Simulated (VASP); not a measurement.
Here is the system:

```xyz
4
Lattice="3.1286 0.0000 0.0000 -1.5643 2.7094 0.0000 0.0000 0.0000 5.0170" Properties=species:S:1:pos:R:3 pbc="T T T"
Al     1.5643     0.9031     2.5049
Al     0.0000     1.8063     5.0134
N      1.5643     0.9031     4.4185
N      0.0000     1.8063     1.9100
```

These are PBE GGA, VASP's PBE PAW potentials (set 64) (plane waves; VASP) values and carry that method's errors. Run with 400 eV cut-off, 10×10×6 Γ-centred mesh, Fermi-Dirac smearing of 0.020 eV, potentials Al N.

Q: Give the energies of bands 3 to 11 at the high-symmetry points, in eV from the valence-band maximum.

A: 
```json
[
 {"band": "3", "Γ": "-5.92", "M": "-5.38", "K": "-4.73", "A": "-3.31", "L": "-5.53", "H": "-4.78"},
 {"band": "4", "Γ": "-0.84", "M": "-4.13", "K": "-3.76", "A": "-3.31", "L": "-5.53", "H": "-4.78"},
 {"band": "5", "Γ": "-0.84", "M": "-3.30", "K": "-3.76", "A": "-0.53", "L": "-1.44", "H": "-3.79"},
 {"band": "6", "Γ": "-0.20", "M": "-2.05", "K": "-2.41", "A": "-0.53", "L": "-1.44", "H": "-3.79"},
 {"band": "7", "Γ": "-0.20", "M": "-1.74", "K": "-2.35", "A": "-0.53", "L": "-1.35", "H": "-0.79"},
 {"band": "8", "Γ": "0.00", "M": "-0.68", "K": "-2.35", "A": "-0.53", "L": "-1.35", "H": "-0.79"},
 {"band": "9", "Γ": "4.05", "M": "5.77", "K": "5.05", "A": "6.32", "L": "5.25", "H": "7.37"},
 {"band": "10", "Γ": "6.52", "M": "5.77", "K": "8.29", "A": "6.32", "L": "5.25", "H": "7.37"},
 {"band": "11", "Γ": "10.48", "M": "8.04", "K": "9.57", "A": "10.18", "L": "9.15", "H": "7.72"}
]
```

The gap is direct, 4.05 eV, from the valence maximum at Γ to the conduction minimum at Γ.

The structure comes from a computed database's AlN entry (P6_3mc); how it stands against other phases isn't given here. The cell was not relaxed at this level.
